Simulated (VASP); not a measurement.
Consider the following.

```xyz
5
Lattice="5.1876 0.0000 0.0000 0.0000 5.1876 0.0000 0.0000 0.0000 5.1876" Properties=species:S:1:pos:R:3 pbc="T T T"
Cs     0.0000     0.0000     0.0000
Sn     2.5938     2.5938     2.5938
I      2.5938     0.0000     2.5938
I      0.0000     2.5938     2.5938
I      2.5938     2.5938     0.0000
```

Method: PBEsol GGA, VASP's PBE PAW potentials (set 64) (plane waves; VASP). Settings: 500 eV cut-off, 6×6×6 Γ-centred mesh, first-order Methfessel-Paxton smearing of 0.10 eV, potentials Cs_sv Sn_d I.

Unless said otherwise, spin-orbit coupling is left out, though it shifts the bands of the heavy elements here.

Q: What does the run give for the energy per atom (σ→0), pressure, band gap (on the k-mesh) with the smallest direct gap where there is one?

A: 
```
Item                                                        Result
------------------------  ----------------------------------------
band gap (on the k-mesh)  none (metal, semimetal or under 0.01 eV)
energy per atom (σ→0)                               -1956 meV/atom
pressure                                                 30.09 GPa
```

The compound is CsSnI3 in the cubic perovskite structure, the ideal cubic form; the compound distorts at low or room temperature. It was relaxed first under an external pressure of 30 GPa.
